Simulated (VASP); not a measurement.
Energy against volume of CsPbBr3 (cubic perovskite). Method: PBE GGA with D3 dispersion (zero damping), VASP's PBE PAW potentials (set 64) (plane waves; VASP).

```json
[
 {"V (Å³/atom)": "39.200", "E (eV/atom)": "-3.39492"},
 {"V (Å³/atom)": "40.451", "E (eV/atom)": "-3.40487"},
 {"V (Å³/atom)": "41.702", "E (eV/atom)": "-3.40826"},
 {"V (Å³/atom)": "42.953", "E (eV/atom)": "-3.40614"},
 {"V (Å³/atom)": "44.204", "E (eV/atom)": "-3.39939"}
]
```

**Question.** Fit a third-order Birch-Murnaghan equation of state.

**Answer.** 
volume per atom: 41.81 Å^3/atom
bulk modulus: 23.2 GPa
pressure derivative of the bulk modulus: 4.86
lattice constant a: 5.935 Å

The compound is CsPbBr3 in the cubic perovskite structure, the ideal cubic form; the compound distorts at low or room temperature. It was relaxed first.
